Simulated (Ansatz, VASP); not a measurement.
# One calculation of ScCd2, two programs

The input INCAR:

```
  PREC = Accurate
  ENCUT = 520
  EDIFF = 1E-6
  ISMEAR = 0
  SIGMA = 0.1
  LREAL = F
  LASPH = T
  NELM = 60
  ALGO = Fast
  ISIF = 2
  LWAVE = F
  LCHARG = F
  GGA = PE
  NBANDS = 44
```

The input KPOINTS:

```
Automatic mesh
0
Gamma
  4 4 6
```

Contents of POSCAR:

```
ScCd2
1.0
    6.0480897017      0.0000000000      0.0000000000
    0.0000000000      6.0480897017      0.0000000000
    0.0000000000      0.0000000000      3.8955806329
Sc Cd
2 4
Direct
    0.0000000000      0.0000000000      0.0000000000
    0.5000000000      0.5000000000      0.5000000000
    0.3060000000      0.3060000000      0.0000000000
    0.1940000000      0.8060000000      0.5000000000
    0.6940000000      0.6940000000      0.0000000000
    0.8060000000      0.1940000000      0.5000000000
```

Input for Ansatz:

```yaml
crystal:
  lattice:
    - [6.0480897017, 0.0, 0.0]
    - [0.0, 6.0480897017, 0.0]
    - [0.0, 0.0, 3.8955806329]
  atoms:
    - { symbol: Sc, position: [0.0, 0.0, 0.0] }
    - { symbol: Sc, position: [0.5, 0.5, 0.5] }
    - { symbol: Cd, position: [0.306, 0.306, 0.0] }
    - { symbol: Cd, position: [0.194, 0.806, 0.5] }
    - { symbol: Cd, position: [0.694, 0.694, 0.0] }
    - { symbol: Cd, position: [0.806, 0.194, 0.5] }
basis:
  ecutwfc: 420
kpoints:
  mp_grid: { grid: [4, 4, 6] }
hamiltonian:
  xc: pbe
scf:
  occupations: { method: gaussian, width: 0.1 }
  lower_state_search: "off"
output:
  forces: true
  stress: true
  eigenvalues: true
```

Alike in both runs: task single point; functional PBE; k mesh 4 × 4 × 6; occupations gaussian, width 0.1 eV; no spin polarisation.

|  | VASP | Ansatz |
| --- | --- | --- |
| version | VASP 6.6.1 | Ansatz 0.2.0 |
| potentials or method | VASP PAW PBE potentials, release 64 (Sc_sv, Cd) | scalar-relativistic, plane waves, PAW |
| plane-wave cutoff (eV) | 520 | 420 |
| valence electrons in the cell | 70 | 102 |

VASP gave:

| Item | Value |
| --- | --- |
| gap on the k mesh at the Fermi level (eV) | none |
| pressure (GPa) | 18.3 |
| largest component of the traceless stress (GPa) | 4.19 |
| rms of the force components (eV/Å) | 0.480 |

Estimate Ansatz's values.

gap on the k mesh at the Fermi level (eV): none; pressure (GPa): 17.8; largest component of the traceless stress (GPa): 4.09; rms of the force components (eV/Å): 0.469.

Atom by atom the forces differ by 0.012 eV/Å (rms over components). A gap of «none» marks a metal or a gap that the smearing closes. With one functional, cell and mesh, what is left measures potentials, basis and numerics. The two sets of potentials don't hold the same shells in valence.

Caveats: so large a pressure means that the cell lies far from this level's equilibrium, or that cutoff or potentials fall short (VASP); forces of over 1 eV/Å show positions far from the minimum, so gaps and moduli don't describe the material at rest.
